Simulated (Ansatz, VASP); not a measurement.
# Cross-check of WC (Qusongite) between VASP and Ansatz

Aim: how closely do two programs agree when they are given the same cell, functional and k mesh? The cell is taken from a series of runs on this material, whose earlier steps may have relaxed, scaled, displaced or heated it; both programs get it as it stands.

Method: plane waves, with VASP 6.6.1 beside it; zone-centre phonons at LDA, in Ansatz 0.2.0.

## Step 1: The starting structure

The structure is hexagonal, space group P-6m2 (No. 187). The conventional cell has a = 2.890 Å, b = 2.890 Å, c = 2.785 Å, α = 90.00°, β = 90.00°, γ = 120.00°. Nearest to C lie 6 W at 2.17 Å. Nearest to W lie 6 C at 2.17 Å. Farther neighbours are not listed.

## Step 2: Ansatz: zone-centre phonons, LDA

Ansatz runs on its PAW soft_1 files.

Second derivatives magnify differences that forces hide, and they need a tight electronic threshold.

Input file input.yaml:

```yaml
crystal:
  lattice:
    - [2.8897376397, 0.0, 0.0]
    - [-1.4448688198, 2.5025862063, 0.0]
    - [0.0, 0.0, 2.7847047172]
  atoms:
    - { symbol: C, position: [0.6666666646, 0.3333333354, 0.5] }
    - { symbol: W, position: [2.0e-09, -2.0e-09, 0.0] }
kpoints:
  mp_grid: { grid: [18, 18, 16] }
hamiltonian:
  xc: lda
  pseudopotentials: { kind: paw, azcp: { folder: soft_1 }, xc_functional: pbe }
scf:
  occupations: { method: methfessel_paxton, width: 0.2 }
output:
  eigenvalues: true
phonons:
  method: dfpt
```

Launch:

```
ansatz run input.yaml --threads 4 --pin off --max-ram 10240MiB --backend cpu --events-out ev --progress --plain --runs-dir out
```

Numbers of over 12 decimals in the logs are rounded to 6 here.

The log of the run:

```text
zone centre: on kpoints.mp_grid the ground state, and the responses unless they are solved on pairs of k-points, stand on 819 of the mesh's 5184 k-points, reduced under 4 symmetry operations, with k and −k counted as one. Each operation leaves every solved displacement unchanged or reverses it
Engine: ansatz 0.2.0, aarch64-unknown-linux-gnu
Pseudopotentials: kind: paw
Pseudopotential: C, paw, valence charge 4, recommended cutoff 420 eV (normal), soft_1/C.paw.azcp
Pseudopotential: W, paw, valence charge 14, recommended cutoff 420 eV (normal), soft_1/W.paw.azcp
Functional definition: SPW92
  exchange = slater_x
  correlation = pw_c
Crystal: 2 atoms, lattice volume = 20.138 Å³
Basis set: ecut = 420 eV, 405 PW (Γ), exchange–correlation on 40×40×40 points (8 copies of the dense FFT grid, shifted against one another)
Bands: 13, of which v1, the nominal top of the filled ones, is band 9 counted from 1 (8 counted from 0)
Symmetry: 12 space group operations
k-points: 819 of 5184 (irreducible under 4 space group operations, time reversal used)
Non-local potential: C, projectors of the file, l = 0: 2, l = 1: 2, l = 2: 1
Non-local potential: W, projectors of the file, l = 0: 3, l = 1: 2, l = 2: 2, l = 3: 1
PAW form: soft (Blöchl's): semilocal exchange-correlation on the pseudo side does not see the compensation charge
PAW frozen core: C, regenerated for the run's functional, and the local potential with it (the file was generated under x = pbe(κ = 0.804, μ = 0.219515), c = pbe(β = 0.066725))
PAW frozen core: W, regenerated for the run's functional, and the local potential with it (the file was generated under x = pbe(κ = 0.804, μ = 0.219515), c = pbe(β = 0.066725))
PAW one-centre angular grid: C, 110 points (default); XC on 64 Gauss nodes
PAW one-centre angular grid: W, 590 points (default); XC on 64 Gauss nodes
Initial density: superposition of atomic densities (chi_scale 0.1, normalization cell, long waves kept (reshape's long-wave potential 0.00 eV rms))
Initial wavefunctions: pseudopotential atomic-orbital guess
Functional: x = slater, c = lda
SCF iter   1: F=—  HF=-10375.437402 eV  |F-HF|=—  |Δ(HF+E_count)|=         —  Δρ=1.36e-1  dr2=4.87e0  ethr=3.10e-3  ⟨swp⟩=5.0  Hψ=53044  notcnv=0
preconditioner: auto → none  [metal: Δε(μ)=0.034 eV  Ē_g=11.012 eV  σ=0.200 eV  W_gap=0.14  n_scr=8 (ndim 8)  ℏωp=26.2 eV  f_vac=0.000  D(μ)=0.22/eV (n_scr^D=0)  sad-step TF]
SCF iter   2: F=—  HF=-10374.814362 eV  |F-HF|=—  |Δ(HF+E_count)|=   6.23e-1  S|Δr|=    0.00e0  Δρ=9.47e-2  dr2=2.46e0  ethr=3.10e-3  ⟨swp⟩=2.0  Hψ=20297  notcnv=0
SCF iter   3: F=—  HF=-10374.173822 eV  |F-HF|=—  |Δ(HF+E_count)|=   6.41e-1  S|Δr|=    0.00e0  Δρ=7.00e-3  dr2=8.15e-3  ethr=3.10e-3  ⟨swp⟩=2.2  Hψ=18305  notcnv=0
SCF iter   4: F=—  HF=-10374.173835 eV  |F-HF|=—  |Δ(HF+E_count)|=   1.37e-5  S|Δr|=    0.00e0  Δρ=1.10e-3  dr2=9.55e-5  ethr=4.53e-5  ⟨swp⟩=1.3  Hψ=18082  notcnv=0
SCF iter   5: F=—  HF=-10374.173898 eV  |F-HF|=—  |Δ(HF+E_count)|=   6.31e-5  S|Δr|=    0.00e0  Δρ=1.47e-4  dr2=2.36e-6  ethr=5.31e-7  ⟨swp⟩=2.2  Hψ=16010  notcnv=0
SCF iter   6: F=—  HF=-10374.173898 eV  |F-HF|=—  |Δ(HF+E_count)|=   2.35e-7  S|Δr|=    0.00e0  Δρ=1.97e-5  dr2=3.09e-8  ethr=1.31e-8  ⟨swp⟩=2.4  Hψ=17202  notcnv=0
SCF iter   7: F=—  HF=-10374.173899 eV  |F-HF|=—  |Δ(HF+E_count)|=   3.95e-7  S|Δr|=    0.00e0  Δρ=3.13e-6  dr2=1.52e-9  ethr=1.72e-10  ⟨swp⟩=2.1  Hψ=15233  notcnv=0
SCF iter   8: F=—  HF=-10374.173899 eV  |F-HF|=—  |Δ(HF+E_count)|=  5.20e-10  S|Δr|=    0.00e0  Δρ=5.10e-7  dr2=2.16e-11  ethr=8.47e-12  ⟨swp⟩=2.4  Hψ=16091  notcnv=0
SCF iter   9: F=-10374.173899 eV  HF=-10374.173899 eV  |F-HF|=5.46e-12  |Δ(HF+E_count)|=  3.64e-12  S|Δr|=    0.00e0  Δρ=7.19e-8  dr2=3.22e-13  ethr=1.00e-12  ⟨swp⟩=5.1  Hψ=40293  notcnv=0
SCF 1 converged in 9 iterations: F = -10374.173899 eV  dr2 = 3.22e-13
  greatest PAW one-centre occupation: 0.999 electrons in one spin orbital (limit 2), on the W atom at site 1 (counted from 0), in its partial waves of l = 0
DFPT response loops at Γ: preconditioner auto → Kerker (q_TF=auto, 2.678 Å⁻¹) (partly filled bands, converged f_vac=0.000); β = 1.00, the filter's whole step (`scf.mixing.beta` (0.50) is not read by the response loops under this deck's `scf.mixing.preconditioner`; to damp them name `kerker` or `kerker_dos`, under which they read `scf.mixing.beta`, and type it under 1.00, their step now; both keys bind the ground state too); Broyden in place of MSR1
SCF converged after 9 iterations
Stability not checked: this state was not tested for a lower state beside it, because cold or Methfessel-Paxton smearing, or corrected tetrahedra, fill the levels in a way that the test cannot read (fill_not_monotonic; see scf.lower_state_search)
Free energy (F): -10374.173899 eV
Harris-Foulkes:  -10374.173899 eV  (|F-HF|=5.46e-12)
Internal energy: -10374.173302 eV  (E = F + TS)
E sigma→0 (E₀):  -10374.173750 eV
Entropy (-TS):   -0.000596 eV (-0.298 meV/atom)
Fermi energy:    20.835343 eV
--- Per-component energies (eV) ---
  E_band       = -54.275983
  E_kinetic    = 512.754635
  E_local      = -588.350955  (includes V_loc(G=0)·N_el)
  E_nonlocal   = 4.061100
  E_hartree    = 242.514427
  E_xc         = -314.717856
  E_vxc        = -292.020358  (∫ρ·V_xc dr)
  E_paw        = -8416.865015  (= ΣΔE_a)
  E_vpaw       = -175.749407  (= ΣTr[D̂ρ^β])
  E_aug_tail   = 0.000157  (compensation charges beyond the density's cutoff)
  E_ewald      = -1813.915876
  E_core_change = 0.346082  (= ΣΔE_core)
  E_smearing   = -0.000596  (= −TS)
  E_closure    = 0.000000  (closes the sum)
  Σ components = -10374.173899   (vs F -10374.173899, Δ=0.00e0)
--- Band table (eV; the first three rows and the last of 819) ---
  k-point 0: bands = [... 5 lower, 16.3467, 17.2615, 17.2615, 21.0640, 24.1774, 24.1774, 26.6354, 26.6354]
  k-point 1: bands = [... 5 lower, 16.3209, 17.3075, 17.3075, 21.0349, 23.7948, 23.7948, 26.8735, 26.8735]
  k-point 2: bands = [... 5 lower, 16.1874, 17.4419, 17.4419, 21.0441, 23.0007, 23.0007, 27.2033, 27.2033]
  k-point 818: bands = [... 5 lower, 14.2124, 14.9396, 18.8807, 19.5768, 26.1209, 26.4437, 27.0750, 30.6922]
--- Phonons (Γ-DFPT): 4 representative perturbations + reference, on 819 of 5184 k-points (Σ response iterations 12) ---
  k mesh reduced under 4 symmetry operations, with k and −k counted as one. Each operation leaves every solved displacement unchanged or reverses it
  ASR residual: 5.316e-5 → 0.000e0 eV/Å²; symmetrization residual: 1.355e-6 eV/Å²
  ASR residual per site (eV/Å²): 9.47e-6 5.32e-5
  Γ frequencies (cm⁻¹): 0.00 0.00 0.00 618.53 637.26 637.26
  non-analytic LO–TO correction: not included (Born effective charges unavailable; polar crystals: no LO–TO splitting at Γ)
```

The column dr2 measures how far the density is from self-consistency, as an energy; F and HF (Harris–Foulkes) agree once it is small.

(Continued in part 2 of 2.)

[Lines on the potential files, build, host, timing and source positions are cut from VASP's logs without a mark.]

[Logs are printed without paths, hosts, clocks, repeated set-up lines and the standing remarks that a program may print on its own settings, such as how far it seeks lower states.]

[Hosts, paths, dates, database ids (printed as entryN), source tags and the programs' standing remarks are cut or masked in the printed files.]
